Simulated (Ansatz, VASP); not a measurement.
# TiO2 (Rutile): VASP beside Ansatz, part 2 of 2

Wanted: the spread between two codes on one cell, functional and k mesh. The cell is taken from a series of runs on this material, whose earlier steps may have relaxed, scaled, displaced or heated it; both programs get it as it stands.

VASP 6.6.1 and Ansatz 0.2.0.

So far: Starting point; VASP: relaxation of cell and atoms, LDA.

## Step 3: Ansatz: relaxation of cell and atoms, LDA

Level of this step: Ansatz beside VASP: Kohn-Sham DFT, plane waves, LDA (Ansatz).

Ansatz runs on its PAW soft_1 files.

The same cell, functional (in two slightly different forms) and mesh now go to Ansatz, which takes its cutoff from its data sets.

Input file input.yaml:

```yaml
crystal:
  lattice:
    - [4.5489689057, 0.0, 0.0]
    - [0.0, 4.5489689057, 0.0]
    - [0.0, 0.0, 2.9174442943]
  atoms:
    - { symbol: O, position: [0.3039442493, 0.3039442493, 0.0] }
    - { symbol: O, position: [0.1960557507, 0.8039442493, 0.5] }
    - { symbol: O, position: [0.6960557507, 0.6960557507, 0.0] }
    - { symbol: O, position: [0.8039442493, 0.1960557507, 0.5] }
    - { symbol: Ti, position: [0.0, 0.0, 0.0] }
    - { symbol: Ti, position: [0.5, 0.5, 0.5] }
kpoints:
  mp_grid: { grid: [8, 8, 12] }
hamiltonian:
  xc: lda
  pseudopotentials: { kind: paw, azcp: { folder: soft_1 }, xc_functional: pbe }
scf:
  occupations: { method: fixed }
output:
  forces: true
  stress: true
  eigenvalues: true
  write_density: true
  write_potential: true
  elf: true
  volumetric_format: npy
relax:
  adjacent_minimum: "off"
  f_tol: 0.001
  max_steps: 60
  cell: { stress_tol: 0.01 }
```

Started as:

```console
$ ansatz run input.yaml --threads 8 --pin off --max-ram 16384MiB --backend cpu --events-out ev --progress --plain --runs-dir out
```

Numbers of over 12 decimals in the logs are rounded to 6 here.

The program printed:

```text
Engine: ansatz 0.2.0, aarch64-unknown-linux-gnu
Pseudopotentials: kind: paw
Pseudopotential: O, paw, valence charge 6, recommended cutoff 420 eV (normal), soft_1/O.paw.azcp
Pseudopotential: Ti, paw, valence charge 12, recommended cutoff 420 eV (normal), soft_1/Ti.paw.azcp
Functional definition: SPW92
  exchange = slater_x
  correlation = pw_c
Crystal: 6 atoms, lattice volume = 60.371 Å³
Basis set: ecut = 420 eV, 1161 PW (Γ)
Bands: 30, of which v1, the nominal top of the filled ones, is band 24 counted from 1 (23 counted from 0)
Symmetry: 16 space group operations
Space group: P42/mnm (ITA 136), of the structure as read, at distance tolerance 3.9e-5 Å
k-points: 105 of 768
Non-local potential: O, projectors of the file, l = 0: 2, l = 1: 2, l = 2: 1
Non-local potential: Ti, projectors of the file, l = 0: 3, l = 1: 2, l = 2: 3, l = 3: 1
PAW form: soft (Blöchl's): semilocal exchange-correlation on the pseudo side does not see the compensation charge
PAW frozen core: O, regenerated for the run's functional, and the local potential with it (the file was generated under x = pbe(κ = 0.804, μ = 0.219515), c = pbe(β = 0.066725))
PAW frozen core: Ti, regenerated for the run's functional, and the local potential with it (the file was generated under x = pbe(κ = 0.804, μ = 0.219515), c = pbe(β = 0.066725))
PAW one-centre angular grid: O, 110 points (default); XC on 64 Gauss nodes
PAW one-centre angular grid: Ti, 590 points (default); XC on 64 Gauss nodes
Initial density: superposition of atomic densities (chi_scale 0.1, normalization cell, long waves kept (reshape's long-wave potential 0.00 eV rms))
Initial wavefunctions: pseudopotential atomic-orbital guess
Functional: x = slater, c = lda
SCF iter   1: F=—  HF=-7130.752939 eV  |F-HF|=—  |Δ(HF+E_count)|=         —  Δρ=5.75e-2  dr2=1.86e0  ethr=3.10e-3  ⟨swp⟩=3.9  Hψ=10063  notcnv=0  defer=230
preconditioner: auto → Resta (q_TF=auto, 2.626 Å⁻¹)  ε∞=8.7  [insulator: Δε(μ)=1.973 eV  Ē_g=9.729 eV  n_scr=18 (ndim 8)  ℏωp=27.0 eV  f_vac=0.000  ε∞_Penn≈8.7]
SCF iter   2: F=—  HF=-7130.556829 eV  |F-HF|=—  |Δ(HF+E_count)|=   1.96e-1  Δρ=3.38e-2  dr2=5.81e-1  ethr=3.10e-3  ⟨swp⟩=2.7  Hψ=5805  notcnv=0  defer=192
SCF iter   3: F=—  HF=-7130.474730 eV  |F-HF|=—  |Δ(HF+E_count)|=   8.21e-2  Δρ=2.06e-2  dr2=2.70e-1  ethr=1.21e-3  ⟨swp⟩=2.0  Hψ=4654  notcnv=0  defer=212
SCF iter   4: F=—  HF=-7130.418386 eV  |F-HF|=—  |Δ(HF+E_count)|=   5.63e-2  Δρ=4.10e-3  dr2=1.07e-2  ethr=5.63e-4  ⟨swp⟩=2.0  Hψ=5066  notcnv=0  defer=235
SCF iter   5: F=—  HF=-7130.418371 eV  |F-HF|=—  |Δ(HF+E_count)|=   1.45e-5  Δρ=1.32e-3  dr2=1.23e-3  ethr=2.24e-5  ⟨swp⟩=2.3  Hψ=4119  notcnv=0  defer=409
SCF iter   6: F=—  HF=-7130.418386 eV  |F-HF|=—  |Δ(HF+E_count)|=   1.47e-5  Δρ=2.50e-4  dr2=2.77e-5  ethr=2.56e-6  ⟨swp⟩=2.0  Hψ=4423  notcnv=0  defer=391
SCF iter   7: F=—  HF=-7130.418387 eV  |F-HF|=—  |Δ(HF+E_count)|=   1.23e-6  Δρ=3.67e-5  dr2=7.92e-7  ethr=5.78e-8  ⟨swp⟩=2.2  Hψ=4448  notcnv=0  defer=163
SCF iter   8: F=-7130.418387 eV  HF=-7130.418387 eV  |F-HF|=1.83e-8  |Δ(HF+E_count)|=   7.12e-8  Δρ=7.58e-6  dr2=3.08e-8  ethr=2.08e-10  ⟨swp⟩=12.6  Hψ=21280  notcnv=0
SCF 1 converged in 8 iterations: F = -7130.418387 eV  dr2 = 3.08e-8
  greatest PAW one-centre occupation: 0.998 electrons in one spin orbital (limit 2), on the Ti atom at site 5 (counted from 0), in its partial waves of l = 0
relax step   1: F+E_penalty+E_count = -7130.41838727 eV  Δ(F+E_penalty+E_count) = +0.000e0 eV  max|allowed force component| = 1.468e-5 eV/Å  Δτ_max = 0.0000 Å  P = -0.005 GPa  Ω = 60.371 Å³  (8 SCF iters, dr2 threshold 1.00e-7 eV, accepted)
Initial density: handed on by an earlier stage of this run
Initial wavefunctions: pseudopotential atomic-orbital guess (no wavefunctions were taken with the density)
iter 1 solved again at ethr=3.87e-8 eV; its pass at ethr=3.10e-3 eV (dr2=1.86e-5 eV) is discarded
SCF iter   1: F=—  HF=-7130.418389 eV  |F-HF|=—  |Δ(HF+E_count)|=         —  Δρ=7.76e-6  dr2=3.15e-8  ethr=3.87e-8  ⟨swp⟩=3.6  Hψ=18845  notcnv=0  defer=370
preconditioner: auto → Resta (q_TF=auto, 2.626 Å⁻¹)  ε∞=9.0  [insulator: Δε(μ)=1.862 eV  Ē_g=9.548 eV  n_scr=18 (ndim 8)  ℏωp=27.0 eV  f_vac=0.007  ε∞_Penn≈9.0]
SCF iter   2: F=—  HF=-7130.418387 eV  |F-HF|=—  |Δ(HF+E_count)|=   1.95e-6  Δρ=4.38e-6  dr2=1.02e-8  ethr=6.57e-11  ⟨swp⟩=2.1  Hψ=5364  notcnv=0  defer=209
SCF iter   3: F=—  HF=-7130.418387 eV  |F-HF|=—  |Δ(HF+E_count)|=  8.97e-10  Δρ=2.35e-6  dr2=3.42e-9  ethr=2.13e-11  ⟨swp⟩=2.0  Hψ=4108  notcnv=0  defer=209
SCF iter   4: F=—  HF=-7130.418387 eV  |F-HF|=—  |Δ(HF+E_count)|=  5.09e-11  Δρ=1.13e-6  dr2=8.15e-10  ethr=7.13e-12  ⟨swp⟩=1.0  Hψ=2993  notcnv=0  defer=209
SCF iter   5: F=—  HF=-7130.418387 eV  |F-HF|=—  |Δ(HF+E_count)|=  3.37e-11  Δρ=2.43e-7  dr2=4.45e-11  ethr=1.70e-12  ⟨swp⟩=2.5  Hψ=4679  notcnv=0  defer=209
SCF iter   6: F=-7130.418387 eV  HF=-7130.418387 eV  |F-HF|=1.82e-12  |Δ(HF+E_count)|=  3.64e-12  Δρ=3.54e-8  dr2=1.08e-12  ethr=1.00e-12  ⟨swp⟩=8.7  Hψ=15760  notcnv=0
SCF 2 converged in 6 iterations: F = -7130.418387 eV  dr2 = 1.08e-12
  greatest PAW one-centre occupation: 0.998 electrons in one spin orbital (limit 2), on the Ti atom at site 4 (counted from 0), in its partial waves of l = 0
relax step   2: F+E_penalty+E_count = -7130.41838728 eV  Δ(F+E_penalty+E_count) = -1.510e-8 eV  max|allowed force component| = 1.043e-5 eV/Å  Δτ_max = 0.0000 Å  P = -0.005 GPa  Ω = 60.371 Å³  stress off target by 5.06e-3 GPa  SCF on the basis re-selected at this cell (its energy is not comparable with the rows above)  (6 SCF iters)
basis re-selected at this cell: Δ(F+E_penalty+E_count) = -1.510e-8 eV, ΔP = -0.000 GPa vs the last step (what re-selecting the basis moved, of the pressure what is left beyond the Pulay correction that the steps carried, after the strain that the cell walked since its last selection, with what the two solves' SCF thresholds leave and, on support functions, any second-order correction that the steps lacked; it is no m [...]
SCF converged after 6 iterations
Free energy (F): -7130.418387 eV
Harris-Foulkes:  -7130.418387 eV  (|F-HF|=1.82e-12)
Internal energy: -7130.418387 eV  (E = F + TS)
E sigma→0 (E₀):  -7130.418387 eV
Fermi energy:    9.183803 eV
--- Per-component energies (eV) ---
  E_band       = -382.271984
  E_kinetic    = 1230.202927
  E_local      = -3144.931113  (includes V_loc(G=0)·N_el)
  E_nonlocal   = 340.283227
  E_hartree    = 1183.333927
  E_xc         = -513.810990
  E_vxc        = -654.708885  (∫ρ·V_xc dr)
  E_paw        = -2590.029009  (= ΣΔE_a)
  E_vpaw       = -519.789043  (= ΣTr[D̂ρ^β])
  E_aug_tail   = 0.003091  (compensation charges beyond the density's cutoff)
  E_ewald      = -3636.510035
  E_core_change = 1.039587  (= ΣΔE_core)
  E_smearing   = -0.000000  (= −TS)
  E_closure    = -0.000000  (closes the sum)
  Σ components = -7130.418387   (vs F -7130.418387, Δ=0.00e0)
--- Forces (eV/Å), atoms counted from 1 ---
  atom   1  O     -0.00001043    -0.00001043     0.00000000
  atom   2  O      0.00001043    -0.00001043     0.00000000
  atom   3  O      0.00001043     0.00001043     0.00000000
  atom   4  O     -0.00001043     0.00001043     0.00000000
  atom   5  Ti     0.00000000    -0.00000000     0.00000000
  atom   6  Ti     0.00000000     0.00000000     0.00000000
  max |Σ_I F_I| component: 4.34e-19 eV/Å
--- Stress (GPa, compression-positive) ---
       -0.004873       0.000000       0.000000
        0.000000      -0.004873       0.000000
        0.000000       0.000000      -0.005060
  P = ⅓ Tr σ = -0.0049 GPa (-0.049 kbar)
--- Band table (eV; the first three rows and the last of 105) ---
  k-point 0: bands = [... 20 lower, 8.5053, 8.7254, 8.7254, 9.1838, 11.0457, 11.3268, 11.6316, 11.7470, ... 2 higher]
  k-point 1: bands = [... 20 lower, 8.1768, 8.5736, 8.5736, 9.1502, 11.2534, 11.4124, 11.5778, 11.8451, ... 2 higher]
  k-point 2: bands = [... 20 lower, 7.4488, 8.1736, 8.1736, 9.0097, 11.4722, 11.5947, 11.6754, 12.0969, ... 2 higher]
  k-point 104: bands = [... 20 lower, 7.8082, 7.8082, 8.5105, 8.5105, 11.8373, 11.8373, 12.4617, 12.4617, ... 2 higher]
--- Relaxed structure (1 steps of the walk, 1 accepted, 1 SCFs on fresh bases) ---
  F+E_penalty+E_count = -7130.41838728 eV   max|allowed force component| = 1.043e-5 eV/Å   (the final SCF, on the basis selected at the relaxed cell)
  cell:  # Å, volume = 60.3710 Å³
    - [4.5489689057, 0.0, 0.0]
    - [0.0, 4.5489689057, 0.0]
    - [0.0, 0.0, 2.9174442943]
  atoms:
    - { symbol: O, position: [0.303944, 0.303944, 0.0] }
    - { symbol: O, position: [0.196056, 0.8039442493, 0.5] }
    - { symbol: O, position: [0.696056, 0.696056, 0.0] }
    - { symbol: O, position: [0.8039442493, 0.196056, 0.5] }
    - { symbol: Ti, position: [0.0, 0.0, 0.0] }
    - { symbol: Ti, position: [0.5, 0.5, 0.5] }
```

The column dr2 measures how far the density is from self-consistency, as an energy; F and HF (Harris–Foulkes) agree once it is small.

## Step 4: Side by side

Known differences besides the potentials themselves: fixed occupations in Ansatz, narrow Gaussian smearing in VASP; the cutoff is 420 eV in Ansatz and 600 eV in VASP; VASP's log shows a relativistic correction to its local exchange, Ansatz's none; Ansatz adds a Pulay correction to the stress that steers its cell, VASP none. Total energies have different zeros and are not compared.

Compared:

```csv
quantity,Ansatz,VASP,difference
volume (Å³),60.37,60.51,-0.23 %
"edge a after relaxation, in the typed setting (Å)",4.549,4.552,-0.06 %
"edge c after relaxation, in the typed setting (Å)",2.917,2.921,-0.11 %
```

## Step 5: What came out

- difference in volume (relaxation of cell and atoms, LDA): -0.23 %

**Reading.** The difference in volume is -0.23 % (relaxation of cell and atoms, LDA), within the 1.2 % picked in this series as the mark of a large difference, as far as the stopping tolerances let one tell. Such differences can come from data sets, numerical settings and the points named under the comparisons, not from the functional's error against experiment.

[Lines on the potential files, build, host, timing and source positions are cut from VASP's logs without a mark.]

[Logs are printed without paths, hosts, clocks, repeated set-up lines and the standing remarks that a program may print on its own settings, such as how far it seeks lower states.]

[Hosts, paths, dates, database ids (printed as entryN), source tags and the programs' standing remarks are cut or masked in the printed files.]
